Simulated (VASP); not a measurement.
Consider the following.

```
CELL_PARAMETERS angstrom
      1.83090    -3.17121     0.00000
      1.83090     3.17121     0.00000
      0.00000     0.00000     5.76300
ATOMIC_POSITIONS crystal
  Dy 0.33333 0.66667 0.25000
  Dy 0.66667 0.33333 0.75000
```

All values below come from TPSS meta-GGA, VASP's PBE PAW potentials (set 64) (plane waves; VASP). Run with 400 eV cut-off, 10×10×6 Γ-centred mesh, first-order Methfessel-Paxton smearing of 0.10 eV, potentials Dy_3.

The 4f electrons are frozen in the core of the lanthanide potential, so 4f levels, which can set the real gap, and their magnetism are missing.

### Question
Give the stress tensor in GPa (positive for a compressed cell).

### Answer

```
-2.42   0.00   0.00
 0.00  -2.42   0.00
 0.00   0.00  -3.69
```
The pressure is its mean diagonal, -2.85 GPa.

The compound is Dy in the hcp structure. The cell was not relaxed at this level. The run is one of a series of settings (GGA removed, LMIXTAU = .TRUE., METAGGA = TPSS against the base run), some of them coarse on purpose.
